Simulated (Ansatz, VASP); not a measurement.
## Li (Sigma3 (111)[11-2] symmetric tilt boundary in Li): VASP beside Ansatz

One calculation is typed for both programs; each brings its own data sets and cutoff. How far apart do they land? The cell is taken from a series of runs on this material, whose earlier steps may have relaxed, scaled, displaced or heated it; both programs get it as it stands.

Program: Ansatz 0.2.0. Level of theory: plane waves, with VASP 6.6.1 beside it; single point at PBE. Results are calculated unless marked as measured.

### Step 1. Set-up

The cell holds 132 atoms: 132 Li. Cell: a = 8.598 Å, b = 14.892 Å, c = 24.518 Å, α = 90.0°, β = 90.0°, γ = 90.0°. It derives from Li (bcc). Bcc Li (a = 3.51 A); two grains mirrored in (111), tilt axis [11-2]; 1 x 3 boundary periods, 4 lattice periods a grain, two boundaries a cell, upper grain shifted by [0.795, 0.163] of the boundary cell and opened by 0.1 A, one atom of each pair nearer than 2.28 A removed; (so at first; earlier steps may have moved the atoms), displaced by a Gaussian of 0.02 A. The structure's axis is c.

### Step 2. VASP: single point, PBE

A single point gives forces, pressure and levels at one fixed geometry, so differences don't come from the geometry; what else differs is listed under the comparison.

Lines of VASP's logs that name or quote its potential files are left out, and so is its time.

INCAR reads:

```
SYSTEM = Li
PREC = Accurate
ENCUT = 650
EDIFF = 1E-05
NELM = 100
ISMEAR = 1
SIGMA = 0.15
LREAL = Auto
ALGO = Fast
GGA = PE
NBANDS = 290
LORBIT = 11
LWAVE = .FALSE.
LCHARG = .FALSE.
ISIF = 2
```

POSCAR reads:

```
Li
1.0
    8.5977090000      0.0000000000      0.0000000000
    0.0000000000     14.8916690000      0.0000000000
    0.0000000000      0.0000000000     24.5179930000
Li
132
Direct
    0.4988210000      0.1647400000      0.0004180000
    0.8331740000      0.1690480000      0.0431440000
    0.0002250000      0.0004890000      0.9988750000
    0.3348770000      0.9988730000      0.0402470000
    0.6664140000      0.9995110000      0.0829460000
    0.5010120000      0.5019370000      0.9986210000
    0.8310160000      0.4982870000      0.0395750000
    0.9957210000      0.3329850000      0.9992270000
    0.3339670000      0.3353170000      0.0423000000
    0.6690040000      0.3325920000      0.0830780000
    0.1680140000      0.1658740000      0.0825160000
    0.5018020000      0.1650980000      0.1236430000
    0.8354850000      0.1675630000      0.1659450000
    0.9956840000      0.9991430000      0.1248260000
    0.3284970000      0.9995730000      0.1669750000
    0.6654630000      0.0009880000      0.2065430000
    0.4991040000      0.8301220000      0.0002960000
    0.8359710000      0.8306810000      0.0421270000
    0.9962540000      0.6670270000      0.9996800000
    0.3310110000      0.6677310000      0.0402470000
    0.6683330000      0.6667920000      0.0813760000
    0.1651240000      0.5001910000      0.0827690000
    0.4996310000      0.5018660000      0.1242270000
    0.8333450000      0.4989120000      0.1647680000
    0.9961090000      0.3339820000      0.1241690000
    0.3362700000      0.3313500000      0.1636490000
    0.6675550000      0.3321480000      0.2055740000
    0.1670290000      0.1673710000      0.2061720000
    0.4996090000      0.1659660000      0.2477470000
    0.8353430000      0.1672270000      0.2892970000
[... 96 atom lines left out ...]
    0.6275410000      0.9968270000      0.5822630000
    0.7948570000      0.8309580000      0.6250360000
    0.1273760000      0.8281630000      0.5828750000
    0.4653610000      0.8290860000      0.5415660000
    0.9619550000      0.6651870000      0.5433110000
    0.9605060000      0.9974920000      0.5407370000
```

KPOINTS reads:

```
Automatic mesh
0
Gamma
2 1 1
0 0 0
```

The projector-augmented-wave data sets are Li_sv (PBE family, release 64).

Command:

```sh
$ export OMP_NUM_THREADS=5
$ mpirun -np 1 vasp_std
```

What it wrote:

```text
[banner, memory and clock lines left out]
running    1 mpi-ranks, on    1 nodes
[...]
Offloading initialized ...    1 GPUs detected
[...]
LDA part: xc-table for (Slater+PW92), standard interpolation
 POSCAR, INCAR and KPOINTS ok, starting setup
[...]
entering main loop
       N       E                     dE             d eps       ncg     rms          rms(c)
DAV:   1     0.260486486290E+04    0.26049E+04   -0.18968E+05  1176   0.152E+03
DAV:   2     0.466419386234E+03   -0.21384E+04   -0.20099E+04  1176   0.410E+02
DAV:   3    -0.318560780161E+01   -0.46960E+03   -0.44173E+03  1952   0.106E+02
DAV:   4    -0.197468848864E+03   -0.19428E+03   -0.19111E+03  2088   0.819E+01
[...]
RMM:  34    -0.243300521866E+03   -0.12631E-04   -0.13731E-04  1023   0.996E-03    0.545E-03
RMM:  35    -0.243300531751E+03   -0.98842E-05   -0.10972E-04  1010   0.957E-03    0.575E-03
RMM:  36    -0.243300539839E+03   -0.80887E-05   -0.91520E-05  1013   0.924E-03
   1 F= -.24330054E+03 E0= -.24328268E+03  d E =-.535744E-01
```

Parts of OUTCAR (step 2):

```text
  FREE ENERGIE OF THE ION-ELECTRON SYSTEM (eV)
  ---------------------------------------------------
  free  energy   TOTEN  =      -243.3005398392 eV

  energy  without entropy=     -243.2469654331  energy(sigma->0) =     -243.28268170

[... 1 further part left out ...]
```

The run ends at a pressure of -1.26 GPa, with forces up to 0.33 eV/Å.

### Step 3. Ansatz: single point, PBE

Ansatz runs on its default PAW (the set named soft_2) files.

The same cell, functional, mesh and smearing now go to Ansatz, which takes its cutoff from its data sets.

input.yaml reads:

```yaml
crystal:
  lattice:
    - [8.597708997168954, 0.0, 0.0]
    - [0.0, 14.891668811788689, 0.0]
    - [0.0, 0.0, 24.517993338267036]
  atoms:
    - { symbol: Li, position: [0.4988213011835792, 0.1647402582737922, 0.00041788795336127543] }
    - { symbol: Li, position: [0.8331740463580731, 0.16904836755870614, 0.04314441482445761] }
    - { symbol: Li, position: [0.0002250256361584313, 0.0004885166550079865, 0.9988754983827414] }
    - { symbol: Li, position: [0.33487658049869445, 0.998873112936754, 0.040246742060775345] }
    - { symbol: Li, position: [0.6664141119323116, 0.9995108661945964, 0.08294554320355352] }
    - { symbol: Li, position: [0.501012426524298, 0.5019373435889894, 0.9986211759044531] }
    - { symbol: Li, position: [0.8310162672499152, 0.4982866674079477, 0.039574527551448205] }
    - { symbol: Li, position: [0.9957209059829281, 0.3329849381138029, 0.9992268498548743] }
    - { symbol: Li, position: [0.33396692419440455, 0.33531710930961567, 0.04230007912450534] }
    - { symbol: Li, position: [0.6690036903483764, 0.33259229018127046, 0.08307751133435409] }
    - { symbol: Li, position: [0.1680143837026561, 0.16587394408566558, 0.08251621302295481] }
    - { symbol: Li, position: [0.5018019915785885, 0.1650978886061649, 0.12364347703407239] }
    - { symbol: Li, position: [0.8354848922192744, 0.16756330089786958, 0.1659449173542598] }
    - { symbol: Li, position: [0.9956840239258407, 0.9991428461789793, 0.12482598271952826] }
    - { symbol: Li, position: [0.3284969978180827, 0.9995733471482736, 0.16697487984989468] }
    - { symbol: Li, position: [0.6654625776542037, 0.0009881838092253823, 0.20654297674753522] }
    - { symbol: Li, position: [0.49910366915912907, 0.83012179694043, 0.0002955915267769095] }
    - { symbol: Li, position: [0.8359706529375611, 0.8306812417818732, 0.04212704243246649] }
    - { symbol: Li, position: [0.996254295473102, 0.6670266780816408, 0.9996804474635792] }
    - { symbol: Li, position: [0.3310110029248439, 0.6677310210390119, 0.04024717395306584] }
    - { symbol: Li, position: [0.6683330135539174, 0.6667918215011853, 0.08137595829336221] }
    - { symbol: Li, position: [0.16512424675537993, 0.5001910231636014, 0.08276875299388237] }
    - { symbol: Li, position: [0.49963095228937127, 0.5018664837133544, 0.1242270893313178] }
    - { symbol: Li, position: [0.833344666790889, 0.49891229800449, 0.164768249579336] }
    - { symbol: Li, position: [0.9961086294553839, 0.3339824307796649, 0.12416890113339957] }
    - { symbol: Li, position: [0.33626972379525033, 0.33135028398360566, 0.16364875045273614] }
    - { symbol: Li, position: [0.66755477361166, 0.33214812637362306, 0.2055742682707931] }
    - { symbol: Li, position: [0.16702919384245418, 0.16737142930992546, 0.2061719786944395] }
    - { symbol: Li, position: [0.4996093098114437, 0.16596587000735943, 0.24774726978063127] }
    - { symbol: Li, position: [0.8353430273660457, 0.1672271866279446, 0.2892967391089726] }
[... 96 atom lines left out ...]
    - { symbol: Li, position: [0.6275409809718714, 0.99682724792988, 0.5822633219750057] }
    - { symbol: Li, position: [0.7948572203953448, 0.8309582947875874, 0.6250355597000409] }
    - { symbol: Li, position: [0.12737604587409396, 0.8281630143631509, 0.5828754314379165] }
    - { symbol: Li, position: [0.4653614703916289, 0.8290857442402505, 0.5415664158746212] }
    - { symbol: Li, position: [0.9619553541543022, 0.6651874879017512, 0.5433106660484327] }
    - { symbol: Li, position: [0.9605062149853693, 0.9974923848474128, 0.5407371890603976] }
kpoints:
  mp_grid:
    grid: [2, 1, 1]
hamiltonian:
  xc: pbe
scf:
  occupations:
    method: methfessel_paxton
    width: 0.15
output:
  forces: true
  stress: true
  eigenvalues: true
```

Command:

```sh
$ python functionals.py
```

### Step 4. Side by side

Known differences besides the potentials themselves: VASP leaves aspherical gradient terms in its spheres out (LASPH is not set), Ansatz keeps them. Total energies have different zeros and are not compared.

Compared:

```tsv
quantity	Ansatz	VASP	difference
pressure (GPa)	-1.11	-1.26	+0.15
```

Forces on 9 of the 132 atoms, those with the largest forces and the largest differences (eV/Å; atoms numbered as in POSCAR):

```tsv
atom	Ansatz x, y, z	VASP x, y, z
Li77	-0.014, 0.018, 0.289	-0.012, 0.020, 0.297
Li79	-0.007, -0.011, 0.311	-0.009, -0.010, 0.307
Li84	0.033, 0.032, 0.309	0.032, 0.029, 0.314
Li87	-0.046, -0.029, -0.120	-0.047, -0.031, -0.112
Li93	-0.007, 0.039, 0.012	-0.009, 0.040, 0.021
Li97	0.049, -0.002, 0.297	0.049, -0.004, 0.298
Li111	0.095, 0.001, -0.283	0.098, 0.001, -0.286
Li123	0.089, -0.021, -0.272	0.091, -0.023, -0.275
Li131	0.055, -0.012, -0.320	0.053, -0.009, -0.324
```

The forces differ by 2.4 meV/Å r.m.s., which is 2.7 % of the r.m.s. force of 0.09 eV/Å (both taken over all components).

### Step 5. Results

| Property | Result |
| --- | --- |
| r.m.s. force difference (single point, PBE) | 2.4 meV/Å |

What this shows: The r.m.s. force difference is 2.4 meV/Å (single point, PBE), within the 12 meV/Å picked in this series as the mark of a large difference. Such differences can come from data sets, numerical settings and the points named under the comparisons, not from the functional's error against experiment.

[Lines on the potential files, build, host, timing and source positions are cut from VASP's logs without a mark.]

[Logs are printed without paths, hosts, clocks, repeated set-up lines and the standing remarks that a program may print on its own settings, such as how far it seeks lower states.]

[Hosts, paths, dates, database ids (printed as entryN), source tags and the programs' standing remarks are cut or masked in the printed files.]
